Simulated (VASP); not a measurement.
Consider the following.

```
Ta3ZrC4
1.0
    0.00000     2.24467     2.24467
    2.24467     0.00000     2.24467
    9.00176     9.00176    -0.02309
Zr C Ta
1 4 3
Direct
  0.00000   0.00000   0.00000
  0.48722   0.48722   0.13458
  0.49639   0.49639   0.37770
  0.50361   0.50361   0.62230
  0.51278   0.51278   0.86542
  0.99328   0.99328   0.25504
  0.00000   0.00000   0.50000
  0.00672   0.00672   0.74496
```

These are PBEsol GGA, VASP's PBE PAW potentials (set 64) (plane waves; VASP) values and carry that method's errors. Run with 520 eV cut-off, 13×13×4 Γ-centred mesh, tetrahedra with Blöchl corrections, potentials Zr_sv C Ta_pv.

Unless said otherwise, spin-orbit coupling is left out, though it shifts the bands of the heavy elements here.

### Question
Predict the energy per atom (σ→0), band gap (on the k-mesh) with the smallest direct gap where there is one.

### Answer

```json
{
  "band gap (on the k-mesh)": "none (metal, semimetal or under 0.01 eV)",
  "energy per atom (σ→0)": "-11.416 eV/atom"
}
```

The structure was generated: Ta3ZrC4 was put into an ordered model structure (R-3m), which need not be its known phase. It was relaxed first. The electron count is odd and the run is not spin-polarised, which forces a metal.
